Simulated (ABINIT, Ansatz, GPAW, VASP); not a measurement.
One structure in several programs: Zr (P6_3/mmc, 2 atoms in the cell)

Self-consistent single point.

```yaml
crystal:
  lattice:
    - [3.20911, 0.00000, 0.00000]
    - [-1.60455, 2.77917, 0.00000]
    - [0.00000, 0.00000, 5.12412]
  atoms:
    - { symbol: Zr, position: [0.33333, 0.66667, 0.25000] }
    - { symbol: Zr, position: [0.66667, 0.33333, 0.75000] }
```

All programs got the same cell, k-point mesh and kind of occupations (in Ansatz's words: kpoints.mp_grid.grid = 16 16 9; scf.occupations.method = gaussian; scf.occupations.width = 0.136 eV); potentials, basis and cutoffs are each program's usual ones.

```tsv
code	model	pressure (GPa)	cutoff
GPAW	PBE, GPAW PAW datasets PBE (gpaw-data 1.0.1)	1.96	600 eV
Ansatz	PBE, PAW files	2.33	420 eV
ABINIT	PBE, norm-conserving pseudopotentials (PseudoDojo nc-sr-05 PBE standard)	2.38	33 Ha
VASP	PBE, VASP's PBE PAW potentials (set 64)	1.66	300 eV
```

The spread over the programs that give each value: pressure within 0.72 GPa.

The starting cell comes from a database of computed structures (which also holds hypothetical and non-ambient phases and stackings), without a prior relaxation at this level. Its lattice was rescaled by a random factor within 2.5 % of one.

Question: Why do the programs differ, and what cannot be compared?

Answer: Differences of this kind can come from the potentials, where these differ, and from what each basis and cutoff leave unconverged. The zero of total energies and Fermi levels follows the potentials and each program's conventions, so they are not compared here. Ansatz's pressure is given at a fixed set of plane waves, as the other plane-wave codes print theirs.

VASP's run is marked for a possible Pulay error in its stress at this cutoff; no cutoff test was made.

Left out of this page: Quantum ESPRESSO, Elk, FLEUR and SIESTA (not drawn, or without a comparable value).

Ansatz is a first-principles code.

Keys are those of Ansatz 0.2.
